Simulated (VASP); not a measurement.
Consider the following.

```xyz
2
Lattice="3.8870 0.0000 0.0000 0.0000 3.8870 0.0000 0.0000 0.0000 3.8870" Properties=species:S:1:pos:R:3 pbc="T T T"
Ti     0.0000     0.0000     0.0000
Sb     1.9435     1.9435     1.9435
```

All values below come from r2SCAN meta-GGA, VASP's PBE PAW potentials (set 64) (plane waves; VASP). Numerical set-up: 400 eV cut-off, 9×9×9 Γ-centred mesh, first-order Methfessel-Paxton smearing of 0.10 eV, potentials Ti_sv Sb.

Energy and stress use the plane-wave basis of the starting cell.

Question: The ions, cell shape and volume are relaxed. What does this cell relax into?

Answer: 
```xyz
2
Lattice="3.4078 0.0000 0.0000 0.0000 3.4078 0.0000 0.0000 0.0000 3.4078" Properties=species:S:1:pos:R:3 pbc="T T T"
Ti     0.0000     0.0000     3.4078
Sb     1.7039     1.7039     1.7039
```
Space group Pm-3m (221), at a tolerance of 0.03 Å.

Question: How do energy and volume change from the first to the last step?

Answer: The energy (σ→0) changes by -733.9 meV/atom and the volume by -32.6 %, in 6 ionic steps.

```csv
step,E(σ→0) (eV),max force (eV/Å),pressure (GPa),volume (Å³)
1,-37.6567,0.000,-17.23,58.73
2,-38.9828,0.000,13.01,35.77
3,-39.1245,0.000,-0.11,39.63
4,-39.1238,0.000,0.73,39.30
5,-39.1241,0.000,-0.52,39.79
6,-39.1245,0.000,-0.06,39.58
```

The structure was generated: TiSb was put into the CsCl type type (Pm-3m), which need not be its known phase. This run relaxes it. Symmetry was kept, so distortions that lower it aren't found. The electron count is odd and the run is not spin-polarised, which forces a metal.
